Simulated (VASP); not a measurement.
Data:

```
Cu2SnZnSe4
1.0
   -2.92892     2.92892     5.82593
    2.92892    -2.92892     5.82593
    2.92892     2.92892    -5.82593
Zn Cu Sn Se
1 2 1 4
Cartesian
  0.00000   2.92892   2.91296
  2.92892   0.00000   2.91296
  0.00000   0.00000   0.00000
  0.00000   0.00000   5.82593
  1.56117   1.52146   4.31142
  4.45038   1.36775   1.51451
  1.36775   1.40746  -1.51451
 -1.52146   1.56117   7.34043
```

Level of theory: PBE GGA, VASP's PBE PAW potentials (set 64) (plane waves; VASP). Settings: 300 eV cut-off, 4×4×4 Γ-centred mesh, first-order Methfessel-Paxton smearing of 0.27 eV, potentials Zn Cu Sn_d Se.

At this cut-off the stress carries a Pulay error, which pulls relaxed volumes low.

Q: Give the force on each atom (eV/Å).

A: 
```csv
atom,Fx,Fy,Fz
Zn1,0.000,0.000,0.000
Cu2,0.000,0.000,0.000
Cu3,0.000,0.000,0.000
Sn4,0.000,0.000,0.000
Se5,0.050,-0.041,0.009
Se6,-0.041,-0.050,-0.009
Se7,-0.050,0.041,0.009
Se8,0.041,0.050,-0.009
```

Q: Give the stress tensor in GPa (positive for a compressed cell).

A: 
```
-2.50   0.00   0.00
 0.00  -2.50   0.00
 0.00   0.00  -2.35
```
The pressure is its mean diagonal, -2.45 GPa.

The structure comes from a computed database's ZnCu2SnSe4 entry, a phase known from measurement. The cell was not relaxed at this level. The k-mesh is coarse (spacing up to 0.38 per Å, 2π included), so the numbers may not be converged in it.
